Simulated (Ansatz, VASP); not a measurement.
## Two plane-wave programs on LuGe3O

```
Lu Ge O
1.0
     4.54341    0.00000    0.00000
     0.00000    4.54341    0.00000
     0.00000    0.00000    4.32035
Lu Ge O
1 3 1
Direct
  0.50000 0.50000 0.69300
  0.50000 0.00000 0.21387
  0.00000 0.50000 0.21387
  0.00000 0.00000 0.62043
  0.00000 0.00000 0.05923
```

Change from the starting cell: species swapped into the CeSiPt3 type (P4mm, No. 99).

Alike in both runs: functional PBE; k mesh 4 × 4 × 4; occupations gaussian, width 0.1 eV; no spin polarisation.

Ansatz relaxed the structure, and its values are those at the end. VASP's run is a single point on that final structure, the one shown.

|  | VASP | Ansatz |
| --- | --- | --- |
| version | VASP 6.6.1 | Ansatz 0.2.0 |
| potentials or method | VASP PAW PBE potentials, release 64 (Lu, Ge_d, O) | scalar-relativistic, plane waves, PAW |
| plane-wave cutoff (eV) | 520 | 420 |
| valence electrons in the cell | 73 | 73 |

Ansatz gave:

| Item | Value |
| --- | --- |
| gap on the k mesh at the Fermi level (eV) | none |
| pressure (GPa) | -0.2 |
| rms of the force components (eV/Å) | 0.008 |

Question: Estimate VASP's values.

Answer: gap on the k mesh at the Fermi level (eV): none; pressure (GPa): -0.1; rms of the force components (eV/Å): 0.002.

A gap of «none» marks a metal or a gap that the smearing closes.

Caveats: the k mesh is coarse (spacing up to 0.36 Å⁻¹), so the values aren't converged; an odd number of electrons without spin polarisation forces a metal; a magnetic or distorted state may lie lower. The runs have no spin-orbit coupling, so splittings on Lu are missing.
